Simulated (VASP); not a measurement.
PtAl (relaxed from the rock salt structure, space group Fm-3m): computed properties

Computed with PBEsol GGA, VASP's PBE PAW potentials (set 64) (plane waves; VASP 6.6.1).

```json
{
  "space_group": "Fm-3m (225)",
  "cell": "a = b = c = 5.0825 Å, α = β = γ = 90.00°",
  "volume_per_atom": "16.41 Å³/atom",
  "band gap (over mesh and band path)": "none (metal, semimetal or under 0.01 eV)",
  "density": "11.23 g/cm³"
}
```

AlPt is taken in the cubic space group Fm-3m (No. 225), the rock salt structure, Pearson symbol cF8. Cell: a = b = c = 5.0825 Å, α = β = γ = 90.00°. Pt on 4a sees 6 Al at 2.541 Å (octahedral). Al on 4b is coordinated by 6 Pt at 2.541 Å (octahedral). (Neighbours: up to the widest gap in distance over summed covalent radii, below 1.35, at either atom.)
(The calculation used a cell of 2 atoms; values per cell refer to that cell.)

Unless said otherwise, spin-orbit coupling is left out, though it shifts the bands of the heavy elements here.

The structure was generated: PtAl was put into the rock salt type (Fm-3m), which need not be its known phase. It was relaxed first, which changed the volume by -23 %. Symmetry was kept, so distortions that lower it aren't found. The electron count is odd and the run is not spin-polarised, which forces a metal.
